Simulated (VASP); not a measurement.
A run of VASP 6.6.1 is set up as follows.

File POSCAR:

```
Be3CdO4
1.0
    5.9758400000      0.0000000000      0.0000000000
    0.0000000000      5.0943100000      0.0000000000
    0.0000000000      0.0000000000      4.7293400000
Be Cd O
6 2 8
Direct
    0.2562220000      0.1506500000      0.5041190000
    0.7437780000      0.1506500000      0.5041190000
    0.0000000000      0.7071580000      0.5021040000
    0.7562220000      0.8493500000      0.0041190000
    0.2437780000      0.8493500000      0.0041190000
    0.5000000000      0.2928420000      0.0021040000
    0.5000000000      0.6560770000      0.5001590000
    0.0000000000      0.3439230000      0.0001590000
    0.2069370000      0.8672540000      0.3502730000
    0.7930630000      0.8672540000      0.3502730000
    0.5000000000      0.2509210000      0.3533200000
    0.0000000000      0.3600860000      0.4605760000
    0.7069370000      0.1327460000      0.8502730000
    0.2930630000      0.1327460000      0.8502730000
    0.0000000000      0.7490790000      0.8533200000
    0.5000000000      0.6399140000      0.9605760000
```

Contents of INCAR.step1:

```
  PREC = Accurate
  ENCUT = 520
  EDIFF = 1E-7
  ISMEAR = 0
  SIGMA = 0.03
  LREAL = False
  LASPH = True
  NELM = 100
  ALGO = Normal
  ISIF = 2
  LWAVE = False
  LCHARG = True
  GGA = PE
  KPAR = 2
```

Contents of KPOINTS.step1:

```
Automatic mesh
0
Gamma
  4 6 6
```

INCAR.step2

```
  PREC = Accurate
  ENCUT = 520
  EDIFF = 1E-7
  ISMEAR = 0
  SIGMA = 0.05
  LREAL = False
  LASPH = True
  NELM = 100
  ALGO = Normal
  ISIF = 2
  LWAVE = False
  LCHARG = False
  GGA = PE
  KPAR = 2
  ICHARG = 11
```

File KPOINTS.step2:

```
path GXSYGZURTZ,YT,UX,SR
10
line-mode
reciprocal
 0.0000000000  0.0000000000  0.0000000000  G
 0.0000000000  0.0000000000 -0.5000000000  X

 0.0000000000  0.0000000000 -0.5000000000  X
 0.0000000000 -0.5000000000 -0.5000000000  S

 0.0000000000 -0.5000000000 -0.5000000000  S
 0.0000000000 -0.5000000000  0.0000000000  Y

 0.0000000000 -0.5000000000  0.0000000000  Y
 0.0000000000  0.0000000000  0.0000000000  G

 0.0000000000  0.0000000000  0.0000000000  G
-0.5000000000  0.0000000000  0.0000000000  Z

-0.5000000000  0.0000000000  0.0000000000  Z
-0.5000000000  0.0000000000 -0.5000000000  U

-0.5000000000  0.0000000000 -0.5000000000  U
-0.5000000000 -0.5000000000 -0.5000000000  R

-0.5000000000 -0.5000000000 -0.5000000000  R
-0.5000000000 -0.5000000000  0.0000000000  T

-0.5000000000 -0.5000000000  0.0000000000  T
-0.5000000000  0.0000000000  0.0000000000  Z

 0.0000000000 -0.5000000000  0.0000000000  Y
-0.5000000000 -0.5000000000  0.0000000000  T

-0.5000000000  0.0000000000 -0.5000000000  U
 0.0000000000  0.0000000000 -0.5000000000  X

 0.0000000000 -0.5000000000 -0.5000000000  S
-0.5000000000 -0.5000000000 -0.5000000000  R
```

Potentials or basis: VASP PAW PBE potentials, release 64 (Be, Cd, O).

The run is started by

```bash
$ cat potpaw_PBE.64/Be/POTCAR potpaw_PBE.64/Cd/POTCAR potpaw_PBE.64/O/POTCAR > POTCAR
$ cp INCAR.step1 INCAR
$ cp KPOINTS.step1 KPOINTS
$ mpirun -np 2 vasp_std > vasp.out
$ cp INCAR.step2 INCAR
$ cp KPOINTS.step2 KPOINTS
$ mpirun -np 2 vasp_std > vasp.out
```

Question: What does it give for the band gap along the path?

Answer: 2.68 eV, indirect (least direct gap 2.98 eV).

Question: Estimate the band gap on the k mesh.

Answer: 2.68 eV, indirect (least direct gap 2.98 eV).

Levels at the corners of the path, in eV from the valence-band top:
| point | band 39 | band 40 | band 41 | band 42 | band 43 | band 44 | band 45 | band 46 |
| --- | --- | --- | --- | --- | --- | --- | --- | --- |
| Γ | -0.87 | -0.69 | -0.34 | -0.30 | 2.68 | 5.50 | 7.63 | 7.67 |
| X | -0.54 | -0.54 | -0.42 | -0.42 | 4.92 | 4.92 | 7.38 | 7.38 |
| X | -0.54 | -0.54 | -0.42 | -0.42 | 4.92 | 4.92 | 7.38 | 7.38 |
| S | -0.57 | -0.57 | -0.38 | -0.38 | 5.42 | 5.42 | 7.04 | 7.04 |
| S | -0.57 | -0.57 | -0.38 | -0.38 | 5.42 | 5.42 | 7.04 | 7.04 |
| Y | -0.98 | -0.84 | -0.41 | -0.32 | 4.33 | 4.84 | 7.44 | 7.60 |
| Y | -0.98 | -0.84 | -0.41 | -0.32 | 4.33 | 4.84 | 7.44 | 7.60 |
| Γ | -0.87 | -0.69 | -0.34 | -0.30 | 2.68 | 5.50 | 7.63 | 7.67 |
| Γ | -0.87 | -0.69 | -0.34 | -0.30 | 2.68 | 5.50 | 7.63 | 7.67 |
| Z | -1.15 | -1.15 | -0.91 | -0.91 | 4.40 | 4.40 | 7.80 | 7.80 |
| Z | -1.15 | -1.15 | -0.91 | -0.91 | 4.40 | 4.40 | 7.80 | 7.80 |
| U | -1.16 | -1.16 | 0.00 | 0.00 | 5.44 | 5.44 | 6.47 | 6.47 |
| U | -1.16 | -1.16 | 0.00 | 0.00 | 5.44 | 5.44 | 6.47 | 6.47 |
| R | -0.73 | -0.73 | -0.24 | -0.24 | 5.63 | 5.63 | 6.81 | 6.81 |
| R | -0.73 | -0.73 | -0.24 | -0.24 | 5.63 | 5.63 | 6.81 | 6.81 |
| T | -1.27 | -1.27 | -0.42 | -0.42 | 5.00 | 5.00 | 7.02 | 7.02 |
| T | -1.27 | -1.27 | -0.42 | -0.42 | 5.00 | 5.00 | 7.02 | 7.02 |
| Z | -1.15 | -1.15 | -0.91 | -0.91 | 4.40 | 4.40 | 7.80 | 7.80 |
| Y | -0.98 | -0.84 | -0.41 | -0.32 | 4.33 | 4.84 | 7.44 | 7.60 |
| T | -1.27 | -1.27 | -0.42 | -0.42 | 5.00 | 5.00 | 7.02 | 7.02 |
| U | -1.16 | -1.16 | 0.00 | 0.00 | 5.44 | 5.44 | 6.47 | 6.47 |
| X | -0.54 | -0.54 | -0.42 | -0.42 | 4.92 | 4.92 | 7.38 | 7.38 |
| S | -0.57 | -0.57 | -0.38 | -0.38 | 5.42 | 5.42 | 7.04 | 7.04 |
| R | -0.73 | -0.73 | -0.24 | -0.24 | 5.63 | 5.63 | 6.81 | 6.81 |

Caveat: the log is that of the step along the path at fixed density, whose energy, stress, charges and moments have no meaning. As with any semilocal functional, this PBE gap is likely too small.
